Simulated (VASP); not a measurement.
Consider the following.

```yaml
crystal:
  lattice:
    - [3.13208, 0.00000, 0.00000]
    - [0.00000, 3.13208, 0.00000]
    - [0.00000, 0.00000, 3.13208]
  atoms:
    - { symbol: Zn, position: [0.50000, 0.50000, 0.50000] }
    - { symbol: Au, position: [0.00000, 0.00000, 0.00000] }
```

Calculation: PBE GGA with D3 dispersion (zero damping), VASP's PBE PAW potentials (set 64) (plane waves; VASP). Settings: 520 eV cut-off, 12×12×12 Γ-centred mesh, first-order Methfessel-Paxton smearing of 0.10 eV, potentials Zn Au.

Give the stress tensor in GPa (positive for a compressed cell).

```
3.66  0.00  0.00
0.00  3.66  0.00
0.00  0.00  3.66
```
The pressure is its mean diagonal, 3.66 GPa.

The compound is AuZn in the CsCl type structure. This cell is one point of a volume scan, at 0.97 of the reference volume. The electron count is odd and the run is not spin-polarised, which forces a metal.
